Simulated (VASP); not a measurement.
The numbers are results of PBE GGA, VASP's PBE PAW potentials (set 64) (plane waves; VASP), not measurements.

Input for VASP

### INCAR
```
ALGO  =  Normal
EDIFF  =  1E-6
ENCUT  =  520
GGA  =  PE
ISMEAR  =  0
LASPH  =  .True.
LCHARG  =  .False.
LMAXMIX  =  6
LREAL  =  .False.
LWAVE  =  .True.
NELM  =  100
PREC  =  Accurate
SIGMA  =  0.05
SYSTEM  =  HfO2
```

**KPOINTS**
```
Automatic
0
G
  6 6 6
```

File POSCAR:
```
HfO2
1
    0.0000000000     2.5362095691     2.5362095691
    2.5362095691     0.0000000000     2.5362095691
    2.5362095691     2.5362095691     0.0000000000
Hf O
1 2
Direct
  0.0000000000   0.0000000000   0.0000000000
  0.2500000000   0.2500000000   0.2500000000
  0.7500000000   0.7500000000   0.7500000000
```

POTCAR, in this order: Hf_pv O (PBE.64 set). Program: vasp_std.

The run wrote:

File OSZICAR:
```
       N       E                     dE             d eps       ncg     rms          rms(c)
DAV:   1     0.985767305637E+02    0.98577E+02   -0.13048E+04   480   0.144E+03
DAV:   2    -0.324249529803E+02   -0.13100E+03   -0.12992E+03   592   0.320E+02
DAV:   3    -0.360104972954E+02   -0.35855E+01   -0.35827E+01   648   0.528E+01
DAV:   4    -0.360278828656E+02   -0.17386E-01   -0.17384E-01   564   0.391E+00
DAV:   5    -0.360280382935E+02   -0.15543E-03   -0.15542E-03   655   0.343E-01    0.481E+01
DAV:   6    -0.303793895142E+02    0.56486E+01   -0.30026E+01   522   0.388E+01    0.430E+01
DAV:   7    -0.302833263913E+02    0.96063E-01   -0.78637E-01   585   0.833E+00    0.290E+01
DAV:   8    -0.302594251369E+02    0.23901E-01   -0.23187E-01   599   0.507E+00    0.604E+00
DAV:   9    -0.302480427667E+02    0.11382E-01   -0.43546E-02   578   0.190E+00    0.167E+00
DAV:  10    -0.302481212304E+02   -0.78464E-04   -0.44627E-03   581   0.530E-01    0.298E-01
DAV:  11    -0.302480946822E+02    0.26548E-04   -0.29423E-04   606   0.145E-01    0.216E-01
DAV:  12    -0.302481063738E+02   -0.11692E-04   -0.52041E-05   600   0.547E-02    0.571E-02
DAV:  13    -0.302481071999E+02   -0.82605E-06   -0.19159E-06   503   0.114E-02
   1 F= -.30248107E+02 E0= -.30248107E+02  d E =-.125689E-14
```

File OUTCAR:
```
------------------------ aborting loop because EDIFF is reached ----------------------------------------
  FORCE on cell =-STRESS in cart. coord.  units (eV):
  Direction    XX          YY          ZZ          XY          YZ          ZX
  --------------------------------------------------------------------------------------
  Total        0.0009754      0.0009754      0.0009754      0.0000000     -0.0000000      0.0000000
  in kB        0.0478962      0.0478962      0.0478962      0.0000000     -0.0000000      0.0000000
  external PRESSURE =       0.0478962 kB  Pullay stress =       0.0000000 kB
  volume of cell :       32.63
      direct lattice vectors                 reciprocal lattice vectors
     0.000000000  2.536209569  2.536209569    -0.197144592  0.197144592  0.197144592
     2.536209569  0.000000000  2.536209569     0.197144592 -0.197144592  0.197144592
     2.536209569  2.536209569  0.000000000     0.197144592  0.197144592 -0.197144592
 POSITION                                       TOTAL-FORCE (eV/Angst)
 -----------------------------------------------------------------------------------
      0.00000      0.00000      0.00000         0.000000     -0.000000      0.000000
      1.26810      1.26810      1.26810        -0.000000      0.000000     -0.000000
      3.80431      3.80431      3.80431         0.000000     -0.000000      0.000000
 -----------------------------------------------------------------------------------
    total drift:                                0.000000      0.000000      0.000000
  FREE ENERGIE OF THE ION-ELECTRON SYSTEM (eV)
  ---------------------------------------------------
  free  energy   TOTEN  =       -30.2481071999 eV

  energy  without entropy=      -30.2481071999  energy(sigma->0) =      -30.24810720
```
(Selected blocks of OUTCAR.)

The compound is HfO2 in the fluorite structure, the high-temperature cubic form, which is unstable at 0 K; the monoclinic form is the stable one. It was relaxed first.
